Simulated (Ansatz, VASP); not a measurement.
# Cross-check of Ti3Pt (Ti3Pt (Pm-3n)) between VASP and Ansatz

Aim: how closely do two programs agree when they are given the same cell, functional and k mesh? The cell is taken from a series of runs on this material, whose earlier steps may have relaxed, scaled, displaced or heated it; both programs get it as it stands.

Calculated with Ansatz 0.2.0; plane waves, with VASP 6.6.1 beside it; relaxation of cell and atoms at r2SCAN.

**1. Set-up**

It takes space group Pm-3n (No. 223, cubic). Conventional cell: a = 5.026 Å, b = 5.026 Å, c = 5.026 Å, α = 90.00°, β = 90.00°, γ = 90.00°. Ti has 2 Ti at 2.51 Å and 4 Pt at 2.81 Å nearest. Nearest to Pt lie 12 Ti at 2.81 Å. Farther neighbours are not listed.

**2. VASP: relaxation of cell and atoms, r2SCAN**

The relaxed volume is the usual yardstick between codes: in a stiff, nearly cubic crystal its relative difference is about their pressure difference at one cell divided by the bulk modulus.

Lines of VASP's logs that name or quote its potential files are left out, and so is its time.

File INCAR:

```
SYSTEM = Ti3Pt
PREC = Accurate
ENCUT = 550
EDIFF = 1E-07
NELM = 120
ISMEAR = -1
SIGMA = 0.05
LREAL = .FALSE.
ALGO = Normal
METAGGA = R2SCAN
LASPH = .TRUE.
NBANDS = 57
LORBIT = 11
LWAVE = .FALSE.
LCHARG = .FALSE.
ISIF = 3
IBRION = 2
NSW = 80
EDIFFG = -0.005
GGA_COMPAT = .FALSE.
NELMIN = 4
LMIXTAU = .TRUE.
KPAR = 2
```

File POSCAR:

```
Ti3Pt
1.0
    5.0257640000      0.0000000000      0.0000000000
    0.0000000000      5.0257640000      0.0000000000
    0.0000000000      0.0000000000      5.0257640000
Ti Pt
6 2
Direct
    0.0000000000      0.2500000000      0.5000000000
    0.0000000000      0.7500000000      0.5000000000
    0.2500000000      0.5000000000      0.0000000000
    0.7500000000      0.5000000000      0.0000000000
    0.5000000000      0.0000000000      0.2500000000
    0.5000000000      0.0000000000      0.7500000000
    0.5000000000      0.5000000000      0.5000000000
    0.0000000000      0.0000000000      0.0000000000
```

File KPOINTS:

```
Automatic mesh
0
Gamma
8 8 8
0 0 0
```

PAW data sets: Ti_sv and Pt (PBE family, release 64).

Command:

```console
mpirun -np 2 vasp_std
```

Numbers of over 12 decimals in the logs are rounded to 6 here.

What it wrote:

```text
[banner, memory and clock lines left out]
running    2 mpi-ranks, on    1 nodes
 distrk:  each k-point on    1 cores,    2 groups
 distr:  one band on    1 cores,    1 groups

 POSCAR found type information on POSCAR TiPt
 POSCAR found :  2 types and       8 ions
|                                                                             |
|               ----> ADVICE to this user running VASP <----                  |
|                                                                             |
|     You enforced a specific xc type in the INCAR file but a different       |
|     [... a line on the potential file left out ...]
|     I HOPE YOU KNOW WHAT YOU ARE DOING!                                     |
|                                                                             |

 LDA part: xc-table for (None), standard interpolation
 POSCAR, INCAR and KPOINTS ok, starting setup
 FFT: planning ... GRIDC
 FFT: planning ... GRID_SOFT
 FFT: planning ... GRID
 WAVECAR not read
 entering main loop
       N       E                     dE             d eps       ncg     rms          rms(c)
DAV:   1     0.124310133850E+04    0.12431E+04   -0.47322E+04  4030   0.212E+03
DAV:   2    -0.125480095038E+02   -0.12556E+04   -0.12242E+04  3990   0.644E+02
DAV:   3    -0.192589778353E+03   -0.18004E+03   -0.17270E+03  6007   0.207E+02
DAV:   4    -0.217634672040E+03   -0.25045E+02   -0.24569E+02  5972   0.686E+01
DAV:   5    -0.219448274819E+03   -0.18136E+01   -0.18092E+01  6212   0.164E+01    0.298E+01
DAV:   6    -0.191426875927E+03    0.28021E+02   -0.58302E+01  4744   0.574E+01    0.492E+00
DAV:   7    -0.182212386825E+03    0.92145E+01   -0.70327E+00  5154   0.134E+01    0.315E+00
DAV:   8    -0.185837509622E+03   -0.36251E+01   -0.43157E+00  5053   0.108E+01    0.280E+00
DAV:   9    -0.183913323955E+03    0.19242E+01   -0.24318E+00  4426   0.904E+00    0.163E+00
DAV:  10    -0.185987036471E+03   -0.20737E+01   -0.18934E+00  4378   0.813E+00    0.675E-01
DAV:  11    -0.186321794812E+03   -0.33476E+00   -0.36994E-01  4462   0.437E+00    0.597E-01
DAV:  12    -0.186007075670E+03    0.31472E+00   -0.20367E-01  4302   0.304E+00    0.571E-01
DAV:  13    -0.186256450771E+03   -0.24938E+00   -0.99640E-02  4337   0.208E+00    0.175E-01
DAV:  14    -0.186312860935E+03   -0.56410E-01   -0.27641E-02  4985   0.104E+00    0.145E-01
[...]
DAV:  22    -0.186327963931E+03   -0.36001E-03   -0.30375E-04  4250   0.117E-01    0.253E-02
DAV:  23    -0.186327972968E+03   -0.90375E-05   -0.32234E-05  6082   0.306E-02    0.242E-02
DAV:  24    -0.186327966263E+03    0.67051E-05   -0.54777E-06  4657   0.144E-02    0.120E-02
DAV:  25    -0.186327965331E+03    0.93223E-06   -0.53639E-06  4702   0.130E-02    0.368E-03
DAV:  26    -0.186327964682E+03    0.64940E-06   -0.75328E-07  4925   0.427E-03    0.245E-03
DAV:  27    -0.186327964475E+03    0.20639E-06   -0.70154E-07  4442   0.450E-03    0.111E-03
DAV:  28    -0.186327964883E+03   -0.40820E-06   -0.51247E-07  4094   0.473E-03    0.109E-03
DAV:  29    -0.186327964857E+03    0.26077E-07   -0.55300E-08  2429   0.163E-03
   1 F= -.18632796E+03 E0= -.18629051E+03  d E =-.186328E+03
 curvature:   0.00 expect dE= 0.000E+00 dE for cont linesearch  0.000E+00
 trial: gam= 0.00000 g(F)=  0.781E-49 g(S)=  0.713E-03 ort = 0.000E+00 (trialstep = 0.100E+01)
 search vector abs. value=  0.713E-03
 bond charge predicted
       N       E                     dE             d eps       ncg     rms          rms(c)
DAV:   1    -0.186340189038E+03   -0.12224E-01   -0.33965E-01  4609   0.459E+00    0.849E-01
DAV:   2    -0.186329244881E+03    0.10944E-01   -0.67503E-02  5146   0.164E+00    0.385E-01
DAV:   3    -0.186327634360E+03    0.16105E-02   -0.13921E-02  5171   0.487E-01    0.115E-01
DAV:   4    -0.186327471502E+03    0.16286E-03   -0.33627E-03  4849   0.286E-01    0.710E-02
DAV:   5    -0.186327706221E+03   -0.23472E-03   -0.23147E-04  4212   0.818E-02    0.320E-02
DAV:   6    -0.186327758037E+03   -0.51816E-04   -0.78828E-04  5941   0.913E-02    0.348E-02
DAV:   7    -0.186327816522E+03   -0.58486E-04   -0.10273E-04  4338   0.588E-02    0.261E-02
DAV:   8    -0.186327824697E+03   -0.81743E-05   -0.12814E-05  5120   0.199E-02    0.188E-02
DAV:   9    -0.186327818622E+03    0.60752E-05   -0.10087E-05  4170   0.197E-02    0.251E-03
DAV:  10    -0.186327821458E+03   -0.28365E-05   -0.27963E-06  4206   0.108E-02    0.186E-03
DAV:  11    -0.186327821170E+03    0.28790E-06   -0.99889E-07  4796   0.454E-03    0.166E-03
DAV:  12    -0.186327820825E+03    0.34530E-06   -0.10430E-07  2346   0.218E-03    0.472E-04
DAV:  13    -0.186327820735E+03    0.89485E-07   -0.37516E-08  2233   0.146E-03
   2 F= -.18632782E+03 E0= -.18629019E+03  d E =0.144122E-03
 trial-energy change:    0.000144  1 .order    0.000142   -0.000713    0.000996
 step:   0.4150(harm=  0.4171)  dis= 0.00000  next Energy=  -186.328113 (dE=-0.148E-03)
 bond charge predicted
       N       E                     dE             d eps       ncg     rms          rms(c)
DAV:   1    -0.186332327315E+03   -0.45065E-02   -0.11609E-01  4599   0.268E+00    0.497E-01
DAV:   2    -0.186328547052E+03    0.37803E-02   -0.23011E-02  5130   0.956E-01    0.225E-01
DAV:   3    -0.186327994680E+03    0.55237E-03   -0.48023E-03  5136   0.288E-01    0.696E-02
DAV:   4    -0.186327956985E+03    0.37695E-04   -0.11766E-03  4867   0.167E-01    0.418E-02
DAV:   5    -0.186328044012E+03   -0.87028E-04   -0.76299E-05  4158   0.466E-02    0.187E-02
DAV:   6    -0.186328076799E+03   -0.32787E-04   -0.27245E-04  5847   0.545E-02    0.203E-02
DAV:   7    -0.186328103785E+03   -0.26986E-04   -0.37428E-05  4289   0.356E-02    0.154E-02
DAV:   8    -0.186328109466E+03   -0.56806E-05   -0.41726E-06  5102   0.115E-02    0.111E-02
DAV:   9    -0.186328112075E+03   -0.26093E-05   -0.33602E-06  4176   0.113E-02    0.210E-03
DAV:  10    -0.186328113403E+03   -0.13276E-05   -0.98484E-07  4204   0.643E-03    0.120E-03
DAV:  11    -0.186328113969E+03   -0.56659E-06   -0.33296E-07  3561   0.281E-03    0.938E-04
DAV:  12    -0.186328114242E+03   -0.27301E-06   -0.47551E-08  2175   0.150E-03    0.297E-04
DAV:  13    -0.186328114326E+03   -0.83786E-07   -0.22758E-08  2151   0.105E-03
   3 F= -.18632811E+03 E0= -.18629059E+03  d E =-.149469E-03
 curvature:  -0.21 expect dE=-0.112E-07 dE for cont linesearch -0.112E-07
 trial: gam=-0.00860 g(F)=  0.319E-52 g(S)=  0.537E-07 ort = 0.618E-05 (trialstep = 0.883E+00)
 search vector abs. value=  0.104E-09
 reached required accuracy - stopping structural energy minimisation
```

From OUTCAR (step 2):

```text
ion  position               nearest neighbor table
   1  0.000  0.250  0.500-   2 2.51   2 2.51   8 2.81   8 2.81   7 2.81   7 2.81
   2  0.000  0.750  0.500-   1 2.51   1 2.51   8 2.81   8 2.81   7 2.81   7 2.81
   3  0.250  0.500  0.000-   4 2.51   4 2.51   8 2.81   7 2.81   8 2.81   7 2.81
   4  0.750  0.500  0.000-   3 2.51   3 2.51   8 2.81   7 2.81   8 2.81   7 2.81
   5  0.500  0.000  0.250-   6 2.51   6 2.51   8 2.81   7 2.81   7 2.81   8 2.81
   6  0.500  0.000  0.750-   5 2.51   5 2.51   8 2.81   7 2.81   7 2.81   8 2.81
   7  0.500  0.500  0.500-   1 2.81   2 2.81   3 2.81   4 2.81   5 2.81   6 2.81   3 2.81   4 2.81
                             5 2.81   6 2.81   1 2.81   2 2.81
   8  0.000  0.000  0.000-   1 2.81   2 2.81   3 2.81   4 2.81   5 2.81   6 2.81   1 2.81   2 2.81
                             3 2.81   4 2.81   5 2.81   6 2.81

  LATTYP: Found a simple cubic cell.
 ALAT       =     5.0257640000

 Subroutine GETGRP returns: Found 48 space group operations
 (whereof 24 operations were pure point group operations)

The static configuration has the point symmetry T_h .
 The point group associated with its full space group is O_h .

 Found     35 irreducible k-points:

   k-points           NKPTS =     35   k-points in BZ     NKDIM =     35   number of bands    NBANDS=     57

   dimension x,y,z NGX =    40 NGY =   40 NGZ =   40
   dimension x,y,z NGXF=    80 NGYF=   80 NGZF=   80

   ENCUT  =  550.0 eV  40.42 Ry    6.36 a.u.   9.61  9.61  9.61*2*pi/ulx,y,z

   NELECT =      92.0000    total number of electrons

 k-points in reciprocal lattice and weights: Automatic mesh
   0.00000000  0.00000000  0.00000000       0.002
   0.12500000  0.00000000  0.00000000       0.012
   0.25000000  0.00000000  0.00000000       0.012
   0.37500000  0.00000000  0.00000000       0.012
   0.50000000  0.00000000  0.00000000       0.006
   0.12500000  0.12500000  0.00000000       0.023
   0.25000000  0.12500000  0.00000000       0.047
   0.37500000  0.12500000  0.00000000       0.047
   0.50000000  0.12500000  0.00000000       0.023
[...]
0.50000000  0.50000000  0.37500000       0.012
   0.50000000  0.50000000  0.50000000       0.002

 average (electrostatic) potential at core
       1 -75.5949       2 -75.5949       3 -75.5949       4 -75.5949       5 -75.5949
       6 -75.5949       7 -70.4250       8 -70.4250

 E-fermi :   9.4210

 k-point     1 :       0.0000    0.0000    0.0000
  band No.  band energies     occupation
    ...
     45       8.4265      2.00000
     46       8.5654      2.00000
     47       9.0458      1.99890
     48       9.0458      1.99890
     49       9.2088      1.97170
     50      10.4825      0.00000
     51      10.4825      0.00000
     52      10.9755      0.00000
     53      10.9755      0.00000
     54      10.9755      0.00000
    ...

 k-point     2 :       0.1250    0.0000    0.0000
  band No.  band energies     occupation
    ...
     45       8.5603      2.00000
     46       8.7343      2.00000
     47       9.1011      1.99667
     48       9.1839      1.98273
     49       9.3193      1.76879
     50      10.4214      0.00000
     51      10.5388      0.00000
     52      10.9568      0.00000
     53      10.9649      0.00000
     54      10.9649      0.00000
    ...

 k-point     3 :       0.2500    0.0000    0.0000
  band No.  band energies     occupation
    ...
     43       8.3789      2.00000
     44       8.8778      1.99996
     45       8.9059      1.99993
     46       8.9059      1.99993
     47       9.1745      1.98565
     48       9.4869      0.42269
     49       9.6127      0.04234
     50      10.2975      0.00000
     51      10.6651      0.00000
     52      10.8827      0.00000
    ...

  Total        0.0017226      0.0017226      0.0017226     -0.0000000     -0.0000000     -0.0000000
  in kB        0.0217089      0.0217089      0.0217089     -0.0000000     -0.0000000     -0.0000000
  external PRESSURE =       0.0217089 kB  Pullay stress =       0.0000000 kB

  energy-cutoff  :      550.00
  volume of cell :      127.13
      direct lattice vectors                 reciprocal lattice vectors
     5.028259974  0.000000000 -0.000000000     0.198875954 -0.000000000  0.000000000
     0.000000000  5.028259974 -0.000000000    -0.000000000  0.198875954 -0.000000000
    -0.000000000  0.000000000  5.028259974     0.000000000  0.000000000  0.198875954

 POSITION                                       TOTAL-FORCE (eV/Angst)
 -----------------------------------------------------------------------------------
      0.00000      1.25706      2.51413         0.000000      0.000000     -0.000000
      0.00000      3.77119      2.51413        -0.000000      0.000000     -0.000000
      1.25706      2.51413     -0.00000         0.000000     -0.000000      0.000000
      3.77119      2.51413     -0.00000        -0.000000      0.000000     -0.000000
      2.51413      0.00000      1.25706         0.000000      0.000000      0.000000
      2.51413      0.00000      3.77119        -0.000000      0.000000      0.000000
      2.51413      2.51413      2.51413        -0.000000      0.000000      0.000000
      0.00000      0.00000     -0.00000        -0.000000      0.000000      0.000000
 -----------------------------------------------------------------------------------
    total drift:                                0.000000      0.000000     -0.000000

  FREE ENERGIE OF THE ION-ELECTRON SYSTEM (eV)
  ---------------------------------------------------
  free  energy   TOTEN  =      -186.3281143259 eV

  energy  without entropy=     -186.2530639682  energy(sigma->0) =     -186.29058915

 reached required accuracy - stopping structural energy minimisation

 total charge
# of ion       s       p       d       tot
------------------------------------------
    1        2.231   6.148   1.894  10.273
    2        2.231   6.148   1.894  10.273
    3        2.231   6.148   1.894  10.273
    4        2.231   6.148   1.894  10.273
    5        2.231   6.148   1.894  10.273
    6        2.231   6.148   1.894  10.273
    7        0.818   0.775   7.884   9.476
    8        0.818   0.775   7.884   9.476
--------------------------------------------------
tot         15.023  38.438  27.132  80.593

[... 3 further parts left out ...]
```

The run keeps the 48 symmetry operations of its start, so it cannot find a distortion of lower symmetry.

(Continued in part 2 of 2.)

[Lines on the potential files, build, host, timing and source positions are cut from VASP's logs without a mark.]

[Logs are printed without paths, hosts, clocks, repeated set-up lines and the standing remarks that a program may print on its own settings, such as how far it seeks lower states.]

[Hosts, paths, dates, database ids (printed as entryN), source tags and the programs' standing remarks are cut or masked in the printed files.]
